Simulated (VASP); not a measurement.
# Hf2ZrGe3 (P4/mmm) in VASP: relaxation of cell and atoms with PBE

Aim: the relaxation of cell and atoms of Hf2ZrGe3 with PBE.

All numbers are computed with VASP 6.6.1; they aren't measurements. Logs are shortened: lines on timing, memory, paths and dates and some standing lists are left out, and cuts for length are marked.

### 1 The crystal as given

It takes space group P4/mmm (No. 123, tetragonal). The conventional cell has a = 4.294 Å, b = 4.294 Å, c = 7.500 Å, α = 90.00°, β = 90.00°, γ = 90.00°. Around Zr (site symmetry 4/mmm) lie 4 Hf at 2.15 Å. Hf (site symmetry mmm) is surrounded by 2 Zr at 2.15 Å. Ge (site symmetry 4mm) is surrounded by 1 Ge at 2.22 Å. Around Ge (site symmetry 4/mmm) lie 2 Ge at 2.22 Å.

The cell was built by a generator and needn't be a form met in nature.

### 2 Relaxation of cell and atoms, PBE

Input file INCAR:

```
ALGO = Fast ; EDIFF = 1E-4
EDIFFG = -0.08 ; ENCUT = 520
GGA = PE ; IBRION = 2
ISIF = 3 ; ISMEAR = 0
LASPH = T ; LCHARG = F
LREAL = F ; LWAVE = F
NELM = 60 ; NSW = 24
PREC = Normal ; SIGMA = 0.15
```

Input file KPOINTS:

```
k-points
0
Gamma
  4 4 3
```

Input file POSCAR:

```
Hf2ZrGe3
1.0
    4.2943720600      0.0000000000      0.0000000000
    0.0000000000      4.2943720600      0.0000000000
    0.0000000000      0.0000000000      7.5003509700
Zr Hf Ge
1 2 3
Direct
    0.0000000000      0.0000000000      0.0000000000
    0.0000000000      0.5000000000      0.0000000000
    0.5000000000      0.0000000000      0.0000000000
    0.5000000000      0.5000000000      0.7964083700
    0.5000000000      0.5000000000      0.2035916300
    0.5000000000      0.5000000000      0.5000000000
```

Potentials or basis: VASP PAW PBE potentials, release 64 (Zr_sv, Hf_pv, Ge_d).

The run is started by

```bash
$ cat potpaw_PBE.64/Zr_sv/POTCAR potpaw_PBE.64/Hf_pv/POTCAR potpaw_PBE.64/Ge_d/POTCAR > POTCAR
$ mpirun -np 1 vasp_std > vasp.out
```

OUTCAR:

```text
EDIFF = 1E-4
   EDIFFG = -0.08
   ENCUT = 520
   GGA = PE
   IBRION = 2
   ISIF = 3
   ISMEAR = 0
   LASPH = T
   LREAL = F
   NELM = 60
   NSW = 24
   PREC = Normal

 ion  position               nearest neighbor table
   1  0.000  0.000  0.000-   2 2.15   3 2.15   2 2.15   3 2.15   4 3.40   4 3.40   5 3.40   5 3.40
                             4 3.40   5 3.40   4 3.40   5 3.40
   2  0.000  0.500  0.000-   1 2.15   1 2.15   5 2.63   4 2.63   4 2.63   5 2.63   3 3.04   3 3.04
                             3 3.04   3 3.04
   3  0.500  0.000  0.000-   1 2.15   1 2.15   5 2.63   4 2.63   5 2.63   4 2.63   2 3.04   2 3.04
                             2 3.04   2 3.04
   4  0.500  0.500  0.796-   6 2.22   3 2.63   2 2.63   3 2.63   2 2.63   1 3.40   1 3.40   1 3.40
                             1 3.40
   5  0.500  0.500  0.204-   6 2.22   3 2.63   2 2.63   3 2.63   2 2.63   1 3.40   1 3.40   1 3.40
                             1 3.40
   6  0.500  0.500  0.500-   4 2.22   5 2.22

  LATTYP: Found a simple tetragonal cell.
 ALAT       =     4.2943720600
 C/A-ratio  =     1.7465535974

  Lattice vectors:

 A1 = (   4.2943720600,   0.0000000000,   0.0000000000)
 A2 = (   0.0000000000,   4.2943720600,   0.0000000000)
 A3 = (   0.0000000000,   0.0000000000,   7.5003509700)

Analysis of symmetry for initial positions (statically):
=====================================================================
 Subroutine PRICEL returns:
 Original cell was already a primitive cell.

 Routine SETGRP: Setting up the symmetry group for a
 simple tetragonal supercell.

 Subroutine GETGRP returns: Found 16 space group operations
 (whereof 16 operations were pure point group operations)
 out of a pool of 16 trial point group operations.

The static configuration has the point symmetry D_4h.

Analysis of symmetry for dynamics (positions and initial velocities):
=====================================================================
 Subroutine PRICEL returns:
 Original cell was already a primitive cell.

 Routine SETGRP: Setting up the symmetry group for a
 simple tetragonal supercell.

 Subroutine GETGRP returns: Found 16 space group operations
 (whereof 16 operations were pure point group operations)
 out of a pool of 16 trial point group operations.

The dynamic configuration has the point symmetry D_4h.

 Subroutine INISYM returns: Found 16 space group operations
 (whereof 16 operations are pure point group operations),
 and found     1 'primitive' translations

----------------------------------------------------------------------------------------

                                     Primitive cell

  volume of cell :     138.3187

  direct lattice vectors                    reciprocal lattice vectors
     4.294372060  0.000000000  0.000000000     0.232862916  0.000000000  0.000000000
     0.000000000  4.294372060  0.000000000     0.000000000  0.232862916  0.000000000
     0.000000000  0.000000000  7.500350970     0.000000000  0.000000000  0.133327094

  length of vectors
     4.294372060  4.294372060  7.500350970     0.232862916  0.232862916  0.133327094

  position of ions in fractional coordinates (direct lattice)
     0.000000000  0.000000000  0.000000000
     0.000000000  0.500000000  0.000000000
     0.500000000  0.000000000  0.000000000
     0.500000000  0.500000000  0.796408370
     0.500000000  0.500000000  0.203591630
     0.500000000  0.500000000  0.500000000

  ion indices of the primitive-cell ions
   primitive index   ion index
                 1           1
                 2           2
                 3           3
                 4           4
                 5           5
                 6           6

----------------------------------------------------------------------------------------

 KPOINTS: k-points

Automatic generation of k-mesh.
 Grid dimensions read from file:
 generate k-points for:    4    4    3

 Generating k-lattice:

  Cartesian coordinates                     Fractional coordinates (reciprocal lattice)
     0.058215729  0.000000000  0.000000000     0.250000000  0.000000000  0.000000000
[... 32 lines left out ...]
   dimension x,y,z NGXF=    48 NGYF=   48 NGZF=   84
   ions per type =               1   2   3
   NGX,Y,Z   is equivalent  to a cutoff of   9.29,  9.29,  9.31 a.u.
   NGXF,Y,Z  is equivalent  to a cutoff of  18.58, 18.58, 18.62 a.u.
 SYSTEM =  unknown system
   PREC   = normal    normal or accurate (medium, high low for compatibility)
   ISTART =      0    job   : 0-new  1-cont  2-samecut
   ICHARG =      2    charge: 1-file 2-atom 10-const
   ISPIN  =      1    spin polarized calculation?
   LNONCOLLINEAR =      F non collinear calculations
   LSORBIT =      F    spin-orbit coupling
   LASPH  =      T    aspherical Exc in radial PAW
   ENCUT  =  520.0 eV  38.22 Ry    6.18 a.u.   7.98  7.98 13.95*2*pi/ulx,y,z
   NELM   =     60;   NELMIN=  2; NELMDL= -5     # of ELM steps
   EDIFF  = 0.1E-03   stopping-criterion for ELM
   LREAL  =      F    real-space projection
   EDIFFG = -.8E-01   stopping-criterion for IOM
   NSW    =     24    number of steps for IOM
   IBRION =      2    ionic relax: 0-MD 1-quasi-New 2-CG
   NFREE  =      1    steps in history (QN), initial steepest desc. (CG)
   ISIF   =      3    stress and relaxation
   ISYM   =      2    0-nonsym 1-usesym 2-fastsym
   POTIM  = 0.5000    time-step for ionic-motion
   TEBEG  =    0.0;   TEEND  =   0.0 temperature during run
   PSTRESS=    0.0 pullay stress
   NELECT =      74.0000    total number of electrons
   NUPDOWN=      -1.0000    fix difference up-down
   EMIN   =  10.00;   EMAX   =-10.00  energy-range for DOS
   EFERMI =   0.00;   METHOD = LEGACY
   ISMEAR =     0;   SIGMA  =   0.15  broadening in eV -4-tet -1-fermi 0-gaus
   EFERMI_NEDOS =   21; number of points for ismear=-14 and -15
   IALGO  =     68    algorithm
   IMIX   =      4    mixing-type and parameters
     AMIX     =   0.40;   BMIX     =  1.00
     AMIX_MAG =   1.60;   BMIX_MAG =  1.00
  volume/ion in A,a.u.               =      23.05       155.57
  Fermi-wavevector in a.u.,A,eV,Ry     =   1.329000  2.511447 24.031180  1.766242
  Thomas-Fermi vector in A             =   2.458196
   LORBIT       =      0    0 simple, 1 ext, 2 COOP (PROOUT), +10 PAW based schemes
   GGA     = PE    functional components
   LHFCALC =     F    Hartree Fock is set to
   AEXX    =    0.0000 exact exchange contribution
   IVDW    =     0    specifies the selected vdW correction
   LEPSILON=     F    determine dielectric tensor
   LRPA    =     F    only Hartree local field effects (RPA)
 conjugate gradient relaxation of ions
 non-spin polarized calculation
 RMM-DIIS sequential band-by-band and
 Gauss-broadening in eV      SIGMA  =   0.15
  energy-cutoff  :      520.00
  volume of cell :      138.32
 maximum number of plane-waves:      3756
   NGX = 15   NGY = 15   NGZ = 27

--------------------------------------- Ionic step        1  -------------------------------------------

 number of electron      74.0000114 magnetization

 Free energy of the ion-electron system (eV)
  ---------------------------------------------------
  ext. energy  EPLUGINS =         0.00000000
  ---------------------------------------------------
  free energy    TOTEN  =       -27.89122010 eV

  energy without entropy =      -27.84726847  energy(sigma->0) =      -27.86924429

 E-fermi :   4.8263     XC(G=0):  -9.8707

 val. band max:        4.8107085973   @ k =   0.5000   0.2500   0.0000
 cond. band min:       4.9078329491   @ k =   0.5000   0.2500   0.3333
 fundamental gap:      0.0971243518
 Fermi energy:         4.8263032235

 k-point     1 :       0.0000    0.0000    0.0000
  band No.  band energies     occupation
      1     -43.6379      2.00000
      2     -28.6614      2.00000
      3     -28.6614      2.00000
      4     -25.6163      2.00000
      5     -25.4213      2.00000
      6     -25.4213      2.00000
[... 592 lines left out ...]
--------------------------------------- Ionic step        2  -------------------------------------------

 number of electron      74.0000462 magnetization

------------------------ aborting loop EDIFF was not reached (unconverged)  ----------------------------

  FORCE on cell =-STRESS in cart. coord.  units (eV):
  Direction    XX          YY          ZZ          XY          YZ          ZX
  --------------------------------------------------------------------------------------
  -------------------------------------------------------------------------------------
  Total      -33.1160658    -33.1160658    -16.1723008      0.0000000      0.0000000      0.0000000
  in kB     -182.5419270   -182.5419270    -89.1447360      0.0000000      0.0000000      0.0000000
  external PRESSURE =    -151.4095300 kB  Pullay stress =       0.0000000 kB
[... 27 lines left out ...]
--------------------------------------- Ionic step        3  -------------------------------------------

 number of electron      74.0000466 magnetization

------------------------ aborting loop EDIFF was not reached (unconverged)  ----------------------------

  FORCE on cell =-STRESS in cart. coord.  units (eV):
  Direction    XX          YY          ZZ          XY          YZ          ZX
  --------------------------------------------------------------------------------------
  -------------------------------------------------------------------------------------
  Total       -2.3828884     -2.3828884     -3.1641195      0.0000000      0.0000000      0.0000000
  in kB      -17.6700693    -17.6700693    -23.4632093      0.0000000      0.0000000      0.0000000
  external PRESSURE =     -19.6011160 kB  Pullay stress =       0.0000000 kB
[... 21 lines left out ...]
  FREE ENERGIE OF THE ION-ELECTRON SYSTEM (eV)
  ---------------------------------------------------
  free  energy   TOTEN  =       -35.1908110385 eV

  energy  without entropy=      -35.1626657394  energy(sigma->0) =      -35.17673839

[... ionic steps 4 to 10 ...]

--------------------------------------- Ionic step       11  -------------------------------------------

 number of electron      74.0000475 magnetization

------------------------ aborting loop because EDIFF is reached ----------------------------------------
[... 75 lines left out ...]
--------------------------------------- Ionic step       13  -------------------------------------------

 number of electron      74.0000598 magnetization

 Free energy of the ion-electron system (eV)
  ---------------------------------------------------
  ext. energy  EPLUGINS =         0.00000000
  ---------------------------------------------------
  free energy    TOTEN  =       -35.62817741 eV

  energy without entropy =      -35.55266429  energy(sigma->0) =      -35.59042085

 E-fermi :   2.2862     XC(G=0):  -8.2330

 val. band max:        2.2648245172   @ k =   0.5000   0.2500   0.3333
 cond. band min:       2.2965058634   @ k =   0.5000   0.2500   0.3333
 fundamental gap:      0.0316813461
 Fermi energy:         2.2862478779

 k-point     1 :       0.0000    0.0000    0.0000
  band No.  band energies     occupation
      1     -45.9236      2.00000
      2     -28.8201      2.00000
      3     -28.8201      2.00000
      4     -28.6396      2.00000
      5     -28.6098      2.00000
      6     -28.5366      2.00000
[... 586 lines left out ...]
  FREE ENERGIE OF THE ION-ELECTRON SYSTEM (eV)
  ---------------------------------------------------
  free  energy   TOTEN  =       -35.6281774071 eV

  energy  without entropy=      -35.5526642923  energy(sigma->0) =      -35.59042085

 reached required accuracy - stopping structural energy minimisation
```

Wall time 15 min (1 thread of Intel Xeon Platinum 8488C (Sapphire Rapids), shared host); peak memory 0.21 GiB.

What came out:

* Free energy: -35.6282 eV
* Relaxed volume: 34.08 Å³/atom
* Relaxed cell: a = 5.174 Å, b = 5.174 Å, c = 7.640 Å, α = 90.00°, β = 90.00°, γ = 90.00°
* Space group after relaxing (to 0.05 Å): P4/mmm (No. 123)
* Energy gained by relaxing: 1289.5 meV/atom
* Ionic steps: 13
* Pressure after relaxing: 0.2 GPa
* Largest force after relaxing: 0.016 eV/Å
* Band gap on the k mesh: none (metal or under the smearing width)

Forces in eV/Å, atoms in the order of the input:
```
Zr   0.000  0.000  0.000
Hf   0.000  0.000  0.000
Hf   0.000  0.000  0.000
Ge   0.000  0.000  0.016
Ge   0.000  0.000 -0.016
Ge   0.000  0.000  0.000
```

The path:
```
step  energy change (eV)  largest force (eV/Å)  pressure (GPa)  volume (Å³)
   1              0.0000                1.4388           41.32       138.32
   2             -4.3728                1.4620          -15.14       290.66
   3             -7.2996                1.4014           -1.96       216.06
   4             -7.3701                1.3745           -0.82       210.76
   5             -7.3835                1.3415           -0.21       207.90
   6             -7.5401                0.8799           -0.36       207.46
   7             -7.6118                0.5112           -0.52       207.08
   8             -7.6881                0.2657           -0.48       206.23
   9             -7.7104                0.1957           -0.41       206.70
  10             -7.7169                0.0178           -0.44       206.54
  11             -7.7321                0.0519           -0.39       206.60
  12             -7.7350                0.0865            0.32       203.57
  13             -7.7370                0.0164            0.22       204.50
```

Final structure:
```cif
data_structure
_symmetry_space_group_name_H-M 'P 1'
_symmetry_Int_Tables_number 1
_cell_length_a 5.1737
_cell_length_b 5.1737
_cell_length_c 7.6401
_cell_angle_alpha 90.000
_cell_angle_beta 90.000
_cell_angle_gamma 90.000
_cell_volume 204.50
loop_
_atom_site_label
_atom_site_type_symbol
_atom_site_fract_x
_atom_site_fract_y
_atom_site_fract_z
_atom_site_occupancy
Zr1 Zr 0.00000 0.00000 0.00000 1
Hf1 Hf 0.00000 0.50000 0.00000 1
Hf2 Hf 0.50000 0.00000 0.00000 1
Ge1 Ge 0.50000 0.50000 0.81122 1
Ge2 Ge 0.50000 0.50000 0.18878 1
Ge3 Ge 0.50000 0.50000 0.50000 1
```

Levels at points of the mesh, in eV from the Fermi level:
```tsv
k point	band 33	band 34	band 35	band 36	band 37	band 38	band 39	band 40	band 41	band 42
(0.00, 0.00, 0.00)	-2.11	-1.66	-1.66	-0.83	-0.31	0.15	0.15	0.90	0.95	1.18
(0.50, 0.00, 0.00)	-1.24	-1.20	-0.99	-0.35	-0.13	0.07	0.28	0.86	1.02	1.14
(0.50, 0.50, 0.00)	-1.04	-0.47	-0.47	-0.28	-0.04	0.64	1.54	1.64	1.65	1.69
```

Caveat: the k mesh is coarse (spacing up to 0.37 Å⁻¹), so the values aren't converged; the volume moved by over 15 % at a fixed basis, so the end points are rough; the relaxation stopped at a loose force limit of 0.08 eV/Å, so its end isn't a converged minimum.
